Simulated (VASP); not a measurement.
Output of a VASP run:

### OSZICAR
```
       N       E                     dE             d eps       ncg     rms          rms(c)
DAV:   1     0.827834964082E+02    0.82783E+02   -0.11348E+04   128   0.119E+03
DAV:   2    -0.332729528612E+02   -0.11606E+03   -0.11526E+03   155   0.297E+02
DAV:   3    -0.360009536178E+02   -0.27280E+01   -0.27266E+01   148   0.458E+01
DAV:   4    -0.360153736920E+02   -0.14420E-01   -0.14419E-01   155   0.354E+00
DAV:   5    -0.360155317276E+02   -0.15804E-03   -0.15803E-03   141   0.310E-01    0.465E+01
DAV:   6    -0.304137122709E+02    0.56018E+01   -0.28525E+01   120   0.374E+01    0.411E+01
DAV:   7    -0.303151052457E+02    0.98607E-01   -0.86785E-01   134   0.846E+00    0.285E+01
DAV:   8    -0.302932522308E+02    0.21853E-01   -0.25346E-01   127   0.510E+00    0.729E+00
DAV:   9    -0.302788420757E+02    0.14410E-01   -0.45752E-02   134   0.202E+00    0.181E+00
DAV:  10    -0.302790759100E+02   -0.23383E-03   -0.49079E-03   148   0.541E-01    0.280E-01
DAV:  11    -0.302790658565E+02    0.10053E-04   -0.35472E-04   141   0.145E-01    0.230E-01
DAV:  12    -0.302790767084E+02   -0.10852E-04   -0.58091E-05   155   0.563E-02    0.378E-02
DAV:  13    -0.302790773306E+02   -0.62214E-06   -0.18583E-06   118   0.121E-02
   1 F= -.30279077E+02 E0= -.30279077E+02  d E =-.681627E-10
```

### OUTCAR
```
------------------------ aborting loop because EDIFF is reached ----------------------------------------
  FORCE on cell =-STRESS in cart. coord.  units (eV):
  Direction    XX          YY          ZZ          XY          YZ          ZX
  --------------------------------------------------------------------------------------
  Total       -1.9482641     -1.9482641     -1.9482641     -0.0000000     -0.0000000     -0.0000000
  in kB      -94.2319000    -94.2319000    -94.2319000     -0.0000000     -0.0000000     -0.0000000
  external PRESSURE =     -94.2319000 kB  Pullay stress =       0.0000000 kB
  volume of cell :       33.13
      direct lattice vectors                 reciprocal lattice vectors
     0.000000000  2.549041000  2.549041000    -0.196152200  0.196152200  0.196152200
     2.549041000  0.000000000  2.549041000     0.196152200 -0.196152200  0.196152200
     2.549041000  2.549041000  0.000000000     0.196152200  0.196152200 -0.196152200
 POSITION                                       TOTAL-FORCE (eV/Angst)
 -----------------------------------------------------------------------------------
      0.00000      0.00000      0.00000         0.000000     -0.000000     -0.000000
      3.82356      3.82356      3.82356        -0.000000     -0.000000      0.000000
      1.27452      1.27452      1.27452         0.000000      0.000000     -0.000000
 -----------------------------------------------------------------------------------
    total drift:                               -0.000000      0.000000      0.000000
  FREE ENERGIE OF THE ION-ELECTRON SYSTEM (eV)
  ---------------------------------------------------
  free  energy   TOTEN  =       -30.2790773306 eV

  energy  without entropy=      -30.2790773305  energy(sigma->0) =      -30.27907733
```
(Selected blocks of OUTCAR.)

POSCAR:
```
HfO2
1
    0.0000000000     2.5490410000     2.5490410000
    2.5490410000     0.0000000000     2.5490410000
    2.5490410000     2.5490410000     0.0000000000
Hf O
1 2
Direct
  0.0000000000   0.0000000000   0.0000000000
  0.7500000000   0.7500000000   0.7500000000
  0.2500000000   0.2500000000   0.2500000000
```

Q: Write an INCAR and KPOINTS that could have produced this output.

A: Several could match; the one computed here: the input of the run itself, PBE GGA, plane waves, VASP's PBE PAW potentials (set 64).

KPOINTS:
```
kpoints
0
gamma
  3 3 3
```

INCAR:
```
! general
SYSTEM  = HfO2
PREC    = Accurate
ENCUT   = 400   ! plane-wave cut-off (eV)
LREAL   = .False.   ! projection in real space or not
LASPH   = .True.

! electronic loop
EDIFF   = 1E-6   ! SCF stop (eV)
NELM    = 100
ALGO    = Normal   ! blocked Davidson
LMAXMIX = 6

! smearing
ISMEAR  = -1   ! Fermi-Dirac
SIGMA   = 0.05   ! width (eV)

! functional
GGA     = PE   ! PBE

! ions
ISIF    = 2   ! forces and stress, cell fixed

! output
LWAVE   = .False.
LCHARG  = .False.
```

POTCAR, in this order: Hf_pv O (PBE.64 set). Program: vasp_std.

At this cut-off the stress carries a Pulay error, which pulls relaxed volumes low.

The structure comes from a computed database's HfO2 entry; how it stands against other phases isn't given here. The cell was not relaxed at this level. The k-mesh is coarse (spacing up to 0.71 per Å, 2π included), so the numbers may not be converged in it. The run is one of a series of settings (KPOINTS 3×3×3 Γ-centred mesh against the base run), some of them coarse on purpose.
